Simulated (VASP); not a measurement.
Consider the following.

```
CELL_PARAMETERS angstrom
      3.46119     0.00000     0.00000
     -1.73060     2.99748     0.00000
      0.00000     0.00000     6.45723
ATOMIC_POSITIONS crystal
  Sn 0.00000 0.00000 0.00000
  Sn 0.00000 0.00000 0.50000
  O  0.33333 0.66667 0.25000
  O  0.66667 0.33333 0.75000
```

The numbers are results of PBE GGA, VASP's PBE PAW potentials (set 64) (plane waves; VASP), not measurements. Run with 520 eV cut-off, Gaussian smearing of 0.050 eV, potentials Sn_d O.

### Question
Give the energies of bands 14 to 23 at the high-symmetry points, in eV from the Fermi level.

### Answer

```csv
band,Γ,M,K,A,L,H
14,-7.09,-5.81,-5.10,-8.23,-7.55,-7.09
15,-3.71,-5.40,-4.67,-2.77,-4.31,-5.42
16,-2.88,-5.36,-4.67,-2.77,-4.31,-5.42
17,-2.88,-3.80,-4.48,-2.77,-3.36,-3.27
18,-2.67,-2.84,-4.48,-2.77,-3.36,-3.27
19,-2.67,-1.90,-3.89,-2.31,-2.34,-1.07
20,-0.57,-0.73,0.30,-2.31,-2.34,-1.07
21,0.56,-0.47,1.85,3.04,1.88,0.38
22,5.92,2.24,1.85,3.04,1.88,0.38
23,5.92,3.49,2.56,6.39,3.96,3.51
```

It has no gap at this level: it comes out as a metal or semimetal.

The structure was generated: SnO was put into the NiAs type type (P6_3/mmc), which need not be its known phase. It was relaxed first, which changed the volume by +60 %.
